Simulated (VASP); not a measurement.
Input:

```yaml
crystal:
  lattice:
    - [0.00000, 3.06000, 3.06000]
    - [3.06000, 0.00000, 3.06000]
    - [3.06000, 3.06000, 0.00000]
  atoms:
    - { symbol: Pb, position: [0.00000, 0.00000, 0.00000] }
    - { symbol: Se, position: [0.50000, 0.50000, 0.50000] }
```

All values below come from PBE GGA, VASP's PBE PAW potentials (set 64) (plane waves; VASP 6.6.1). Numerical set-up: 400 eV cut-off, 6×6×6 Γ-centred mesh, Gaussian smearing of 0.050 eV, potentials Pb_d Se.

**Question.** Give the stress tensor in GPa (positive for a compressed cell).

**Answer.** 
```
2.38  0.00  0.00
0.00  2.38  0.00
0.00  0.00  2.38
```
The pressure is its mean diagonal, 2.38 GPa.

The compound is PbSe in the rock salt structure. The cell was not relaxed at this level.
